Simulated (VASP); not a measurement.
VASP ran on this input.

INCAR:
```
SYSTEM = Na2S
PREC = Accurate; ENCUT = 500; LREAL = .FALSE.
LASPH = .TRUE.
EDIFF = 1E-6; NELM = 100; ALGO = Normal
ISMEAR = 0; SIGMA = 0.05
IBRION = 2; NSW = 40; ISIF = 3
EDIFFG = -0.02; PSTRESS = 200
LWAVE = .FALSE.; LCHARG = .FALSE.
```

File KPOINTS:
```
Automatic mesh
0
Gamma
7 7 7
0 0 0
```

File POSCAR:
```
Na2S
1
   -0.0000000000     2.8850656910     2.8850656910
    2.8850656910    -0.0000000000     2.8850656910
    2.8850656910     2.8850656910     0.0000000000
Na S
2 1
Direct
  0.2500000000   0.2500000000   0.2500000000
  0.7500000000   0.7500000000   0.7500000000
  0.0000000000   0.0000000000   0.0000000000
```

POTCAR, in this order: Na_pv S (LDA.64 set). Program: vasp_std.

Problem. Write an equivalent input for Quantum ESPRESSO's pw.x.

Solution. One equivalent input (not run):
```
&CONTROL
  calculation = 'vc-relax'
  pseudo_dir = './pseudo'
  outdir = './out'
  tprnfor = .true.
  tstress = .true.
  nstep = 40
  forc_conv_thr = 0.00078
/
&SYSTEM
  ibrav = 0
  nat = 3
  ntyp = 2
  ecutwfc = 88
  occupations = 'smearing'
  smearing = 'gaussian'
  degauss = 0.003675
  input_dft = 'pz'
/
&ELECTRONS
  conv_thr = 7.3e-08
  electron_maxstep = 100
/
&IONS
/
&CELL
  press = 200
/
ATOMIC_SPECIES
  Na 22.990 Na.upf
  S 32.060 S.upf
CELL_PARAMETERS angstrom
    -0.0000000    2.8850657    2.8850657
     2.8850657   -0.0000000    2.8850657
     2.8850657    2.8850657    0.0000000
ATOMIC_POSITIONS crystal
  Na   0.2500000  0.2500000  0.2500000
  Na   0.7500000  0.7500000  0.7500000
  S    0.0000000  0.0000000  0.0000000
K_POINTS automatic
  7 7 7 0 0 0
```
The two are equivalent in intent, not identical: the potentials are each code's own (VASP's PAW set, PseudoDojo norm-conserving files in pw.x), so ENCUT and ecutwfc are chosen apart and not converted; conv_thr bounds pw.x's estimated SCF error, while EDIFF bounds the energy change between steps; forc_conv_thr acts on force components and is met together with etot_conv_thr.

The compound is Na2S in the antifluorite structure. It was relaxed first under an external pressure of 20 GPa.
